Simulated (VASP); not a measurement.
Level of theory: PBEsol GGA, VASP's PBE PAW potentials (set 64) (plane waves; VASP).

Input for VASP

File KPOINTS:
```
Automatic mesh
0
Gamma
6 6 4
0 0 0
```

INCAR:
```
ALGO = Normal
EDIFF = 1E-6
EDIFFG = -0.02
ENCUT = 520
GGA = PS
IBRION = 2
ISIF = 3
ISMEAR = 0
LASPH = .TRUE.
LCHARG = .FALSE.
LMAXMIX = 4
LREAL = .FALSE.
LWAVE = .FALSE.
NELM = 100
NSW = 60
PREC = Accurate
SIGMA = 0.05
SYSTEM = ZrO2
```

### POSCAR
```
ZrO2
1
    3.5910608791     0.0000000000     0.0000000000
    0.0000000000     3.5910608791     0.0000000000
   -0.0000000000     0.0000000000     5.1785575153
Zr O
2 4
Direct
  0.0000000000   0.0000000000   0.0000000000
  0.5000000000   0.5000000000   0.5000000000
  1.0000000000   0.5000000000   0.3002801212
  1.0000000000   0.5000000000   0.8002801212
  0.5000000000   0.0000000000   0.1997198788
  0.5000000000   0.0000000000   0.6997198788
```

POTCAR, in this order: Zr_sv O (PBE.64 set). Program: vasp_std.

**Question.** What will the output report for the number of irreducible k-points (NKPTS), number of bands (NBANDS), largest plane-wave count, number of space-group operations, FFT grid (NGX, NGY, NGZ)?

**Answer.** 
- number of irreducible k-points (NKPTS): 30
- number of bands (NBANDS): 28
- largest plane-wave count: 1844
- number of space-group operations: 16
- FFT grid (NGX, NGY, NGZ): 28 × 28 × 40

The structure comes from a computed database's ZrO2 entry (P4_2/nmc); how it stands against other phases isn't given here. This run relaxes it. Symmetry was kept, so distortions that lower it aren't found. The start is the result of an earlier pass.
